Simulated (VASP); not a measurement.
Output of a VASP run:

### OUTCAR
```
 ion  position               nearest neighbor table
   1  0.000  0.000  0.000-   2 2.73   2 2.73   2 2.73   2 2.73   2 2.73   2 2.73
   2  0.500  0.500  0.500-   1 2.73   1 2.73   1 2.73   1 2.73   1 2.73   1 2.73
  LATTYP: Found a face centered cubic cell.
 ALAT       =     5.4635254368
 Subroutine PRICEL returns:
 Original cell was already a primitive cell.
 Subroutine GETGRP returns: Found 48 space group operations
The static configuration has the point symmetry O_h .
The dynamic configuration has the point symmetry O_h .
 Subroutine INISYM returns: Found 48 space group operations
 Subroutine IBZKPT returns following result:
 Found     29 irreducible k-points:

 Following reciprocal coordinates:
            Coordinates               Weight
  0.000000  0.000000  0.000000      1.000000
  0.125000  0.000000  0.000000      8.000000
  0.250000  0.000000  0.000000      8.000000
  0.375000  0.000000  0.000000      8.000000
  0.500000  0.000000  0.000000      4.000000
  0.125000  0.125000  0.000000      6.000000
  0.250000  0.125000  0.000000     24.000000
  0.375000  0.125000  0.000000     24.000000
  0.500000  0.125000  0.000000     24.000000
 -0.375000  0.125000  0.000000     24.000000
 -0.250000  0.125000  0.000000     24.000000
 -0.125000  0.125000  0.000000     12.000000
  0.250000  0.250000  0.000000      6.000000
  0.375000  0.250000  0.000000     24.000000
  0.500000  0.250000  0.000000     24.000000
 -0.375000  0.250000  0.000000     24.000000
 -0.250000  0.250000  0.000000     12.000000
  0.375000  0.375000  0.000000      6.000000
  0.500000  0.375000  0.000000     24.000000
 -0.375000  0.375000  0.000000     12.000000
  0.500000  0.500000  0.000000      3.000000
  0.375000  0.250000  0.125000     24.000000
  0.500000  0.250000  0.125000     48.000000
 -0.375000  0.250000  0.125000     24.000000
  0.500000  0.375000  0.125000     24.000000
 -0.375000  0.375000  0.125000     48.000000
 -0.250000  0.375000  0.125000     24.000000
 -0.375000  0.500000  0.125000     12.000000
 -0.250000  0.500000  0.250000      6.000000
   k-points           NKPTS =     29   k-points in BZ     NKDIM =     29   number of bands    NBANDS=     13
   number of dos      NEDOS =    301   number of ions     NIONS =      2
   total plane-waves  NPLWV =  27000
   dimension x,y,z NGX =    30 NGY =   30 NGZ =   30
   dimension x,y,z NGXF=    60 NGYF=   60 NGZF=   60
   ions per type =               1   1
   PREC   = accura    normal or accurate (medium, high low for compatibility)
   ISTART =      0    job   : 0-new  1-cont  2-samecut
   ICHARG =      2    charge: 1-file 2-atom 10-const
   ISPIN  =      1    spin polarized calculation?
   LNONCOLLINEAR =      F non collinear calculations
   LSORBIT =      F    spin-orbit coupling
   INIWAV =      1    electr: 0-lowe 1-rand  2-diag
   ENCUT  =  520.0 eV  38.22 Ry    6.18 a.u.   7.18  7.18  7.18*2*pi/ulx,y,z
   NELM   =    100;   NELMIN=  2; NELMDL= -5     # of ELM steps
   EDIFF  = 0.1E-06   stopping-criterion for ELM
   LREAL  =      F    real-space projection
   NLSPLINE    = F    spline interpolate recip. space projectors
   LMAXMIX     =    4 max onsite mixed and CHGCAR
   VOSKOWN=      0    Vosko Wilk Nusair interpolation
   EDIFFG = 0.1E-05   stopping-criterion for IOM
   NSW    =      0    number of steps for IOM
   NBLOCK =      1;   KBLOCK =      1    inner block; outer block
   IBRION =     -1    ionic relax: 0-MD 1-quasi-New 2-CG
   NFREE  =      0    steps in history (QN), initial steepest desc. (CG)
   ISIF   =      2    stress and relaxation
   ISYM   =      2    0-nonsym 1-usesym 2-fastsym
   TEIN   =    0.0    initial temperature
   TEBEG  =    0.0;   TEEND  =   0.0 temperature during run
   SMASS  =  -3.00    Nose mass-parameter (am)
   PSTRESS=    0.0 pullay stress
   NELECT =      18.0000    total number of electrons
   EFERMI =   0.00;   METHOD = LEGACY
   ISMEAR =     0;   SIGMA  =   0.05  broadening in eV -4-tet -1-fermi 0-gaus
   IALGO  =     38    algorithm
...
```

### OSZICAR
```
       N       E                     dE             d eps       ncg     rms          rms(c)
DAV:   1     0.618149234535E+02    0.61815E+02   -0.91028E+03   794   0.128E+03
DAV:   2    -0.416846878081E+02   -0.10350E+03   -0.96755E+02   889   0.258E+02
DAV:   3    -0.457397600891E+02   -0.40551E+01   -0.40387E+01   889   0.560E+01
DAV:   4    -0.457711564313E+02   -0.31396E-01   -0.31392E-01   849   0.540E+00
DAV:   5    -0.457715729514E+02   -0.41652E-03   -0.41652E-03   879   0.627E-01    0.799E+00
DAV:   6    -0.399150517881E+02    0.58565E+01   -0.66635E+00   754   0.322E+01    0.780E+00
DAV:   7    -0.404413604519E+02   -0.52631E+00   -0.50568E-01   754   0.108E+01    0.427E+00
DAV:   8    -0.404050351167E+02    0.36325E-01   -0.16292E-01   754   0.485E+00    0.162E+00
DAV:   9    -0.403889374336E+02    0.16098E-01   -0.61621E-02   774   0.311E+00    0.586E-01
DAV:  10    -0.404181274741E+02   -0.29190E-01   -0.28376E-02   764   0.224E+00    0.252E-01
DAV:  11    -0.404210587800E+02   -0.29313E-02   -0.76964E-03   754   0.109E+00    0.151E-01
DAV:  12    -0.404206066759E+02    0.45210E-03   -0.69774E-04   799   0.376E-01    0.731E-02
DAV:  13    -0.404208102664E+02   -0.20359E-03   -0.23492E-04   809   0.236E-01    0.147E-02
DAV:  14    -0.404207807880E+02    0.29478E-04   -0.34535E-05   764   0.658E-02    0.168E-02
DAV:  15    -0.404208625592E+02   -0.81771E-04   -0.24253E-05   754   0.674E-02    0.168E-02
DAV:  16    -0.404208443071E+02    0.18252E-04   -0.11759E-05   774   0.506E-02    0.277E-03
DAV:  17    -0.404208425288E+02    0.17783E-05   -0.81487E-07   784   0.948E-03    0.187E-03
DAV:  18    -0.404208422978E+02    0.23100E-06   -0.21652E-08   407   0.159E-03    0.103E-03
DAV:  19    -0.404208404273E+02    0.18704E-05   -0.35499E-08   377   0.275E-03    0.127E-03
DAV:  20    -0.404208396907E+02    0.73665E-06   -0.23057E-08   377   0.219E-03    0.569E-04
DAV:  21    -0.404208396217E+02    0.68987E-07   -0.44396E-09   377   0.667E-04
   1 F= -.40420840E+02 E0= -.40420840E+02  d E =-.414811E-15
```

File OUTCAR:
```
------------------------ aborting loop because EDIFF is reached ----------------------------------------
  FORCE on cell =-STRESS in cart. coord.  units (eV):
  Direction    XX          YY          ZZ          XY          YZ          ZX
  --------------------------------------------------------------------------------------
  Total        0.4805334      0.4805334      0.4805334     -0.0000000      0.0000000     -0.0000000
  in kB       18.8831830     18.8831830     18.8831830     -0.0000000      0.0000000     -0.0000000
  external PRESSURE =      18.8831830 kB  Pullay stress =       0.0000000 kB
  volume of cell :       40.77
      direct lattice vectors                 reciprocal lattice vectors
     0.000000000  2.731762718  2.731762718    -0.183032002  0.183032002  0.183032002
     2.731762718  0.000000000  2.731762718     0.183032002 -0.183032002  0.183032002
     2.731762718  2.731762718  0.000000000     0.183032002  0.183032002 -0.183032002
  FREE ENERGIE OF THE ION-ELECTRON SYSTEM (eV)
  ---------------------------------------------------
  free  energy   TOTEN  =       -40.4208396217 eV

  energy  without entropy=      -40.4208396217  energy(sigma->0) =      -40.42083962
```
(Selected blocks of OUTCAR.)

**POSCAR**
```
AgCl
1
    0.0000000000     2.7317627184     2.7317627184
    2.7317627184     0.0000000000     2.7317627184
    2.7317627184     2.7317627184     0.0000000000
Ag Cl
1 1
Direct
  0.0000000000   1.0000000000   0.0000000000
  0.5000000000   0.5000000000   0.5000000000
```

Q: Reconstruct the remaining input files.

A: One answer among several that fit: the input of the run itself, SCAN meta-GGA, plane waves, VASP's PBE PAW potentials (set 64).

KPOINTS:
```
Automatic
0
Gamma
  8 8 8
0 0 0
```

### INCAR
```
! general
SYSTEM   =  AgCl
PREC     =  Accurate
ENCUT    =  520
LREAL    =  .FALSE.   ! projection in real space or not
LASPH    =  .TRUE.

! electronic loop
EDIFF    =  1E-7   ! SCF stop (eV)
NELM     =  100   ! most electronic steps
ALGO     =  Normal   ! blocked Davidson
LMAXMIX  =  4   ! l cut-off of mixed one-centre charges
LMIXTAU  =  .TRUE.

! smearing
ISMEAR   =  0   ! Gaussian
SIGMA    =  0.05   ! width (eV)

! functional
METAGGA  =  SCAN

! ions
ISIF     =  2   ! forces and stress, cell fixed

! output
LWAVE    =  .FALSE.
LCHARG   =  .FALSE.
```

POTCAR, in this order: Ag Cl (PBE.64 set). Program: vasp_std.

The compound is AgCl in the rock salt structure. This cell is one point of a volume scan, at 0.97 of the reference volume.
